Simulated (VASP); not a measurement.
W16O: single point with optB86b-vdW

W16O, a slab with vacuum:

```xyz
17
Lattice="6.3200 0.0000 0.0000 3.1600 4.4689 0.0000 0.0000 0.0000 23.2034" Properties=species:S:1:pos:R:3 pbc="T T T"
W     6.3200    2.2345    2.4990
W     3.1600    2.2345    2.4990
W     4.7400    0.0000    2.4990
W     1.5800    0.0000    2.4990
W     0.0000    0.0000    4.7335
W     3.1600    0.0000    4.7335
W     1.5800    2.2345    4.7335
W     4.7400    2.2345    4.7335
W     6.3266    2.2295    6.9935
W     3.1534    2.2304    6.9935
W     7.9013    4.4537    6.9448
W     4.7403    4.4631    6.9819
W     3.1540    4.4488    9.2233
W     6.3279    4.4506    9.2187
W     7.8984    2.2912    9.1746
W     4.7428    2.1116    9.0934
O     1.5825    0.5309   10.3835
```

The cell was built by a generator and needn't be a form met in nature.

| Quantity | Value |
| --- | --- |
| Program | VASP 6.6.1 |
| Task | single point |
| Functional | optB86b-vdW |
| Potentials or basis | VASP PAW PBE potentials, release 64 (W_sv, O) |
| Cutoff | 400 eV |
| k mesh | 5 × 6 × 1 |
| Occupations | methfessel-paxton, width 0.1 eV |
| Spin | no spin polarisation |

```
Largest force          : 0.671 eV/Å
Band gap on the k mesh : none (metal or under the smearing width)
```

Forces in eV/Å, atoms in the order of the input:
```
W    0.034  0.018  0.508
W   -0.024 -0.007  0.451
W    0.005  0.034  0.616
W    0.001 -0.043  0.454
W   -0.051  0.003 -0.504
W    0.052  0.069 -0.519
W    0.019 -0.182 -0.627
W   -0.025  0.112 -0.661
W    0.010  0.006  0.046
W   -0.011  0.002  0.058
W   -0.011 -0.008  0.026
W    0.012  0.001  0.041
W   -0.078 -0.033  0.023
W    0.079 -0.036 -0.021
W   -0.007  0.088  0.013
W   -0.007 -0.026  0.056
O    0.002  0.005  0.040
```

Levels at points of the mesh, in eV from the Fermi level:
```csv
k point,band 112,band 113,band 114,band 115,band 116,band 117,band 118,band 119
"(0.00, 0.00, 0.00)",0.65,0.66,0.77,0.79,0.81,0.84,1.10,1.31
"(0.00, 0.50, 0.00)",-0.82,-0.82,-0.69,-0.60,-0.52,-0.43,-0.35,-0.24
```

It took 19 min on 4 MPI ranks on Intel(R) Xeon(R) Platinum 8375C CPU @ 2.90GHz (Ice Lake) (shared host), peak memory 0.66 GiB a rank.

Caveat: the PAW data sets were made with another functional, which shifts forces and pressure a little. Spin-orbit coupling is left out, which matters for the levels of W.
